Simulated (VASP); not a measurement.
Here is the system:

```xyz
2
Lattice="2.8379 0.0000 0.0000 0.0000 2.8379 0.0000 0.0000 0.0000 3.7207" Properties=species:S:1:pos:R:3 pbc="T T T"
Cu     0.0000     0.0000     0.0000
Au     1.4190     1.4190     1.8604
```

Calculation: PBE GGA, VASP's PBE PAW potentials (set 64) (plane waves; VASP 6.6.1). Run with 480 eV cut-off, 12×12×10 Γ-centred mesh, first-order Methfessel-Paxton smearing of 0.10 eV, potentials Cu Au.

The ions, cell shape and volume at an external pressure of 2.0 GPa are relaxed. Which structure does the run end with?

```xyz
2
Lattice="2.8865 0.0000 0.0000 0.0000 2.8865 0.0000 0.0000 0.0000 3.5504" Properties=species:S:1:pos:R:3 pbc="T T T"
Cu     0.0000     0.0000     3.5504
Au     1.4433     1.4433     1.7752
```
Space group P4/mmm (123), at a tolerance of 0.03 Å.

How do energy and volume change from the first to the last step?

The energy (σ→0) changes by -3.0 meV/atom and the volume by -1.3 %, in 8 ionic steps.

The compound is CuAu in the L1_0 structure. This run relaxes it under an external pressure of 2 GPa. Symmetry was kept, so distortions that lower it aren't found.
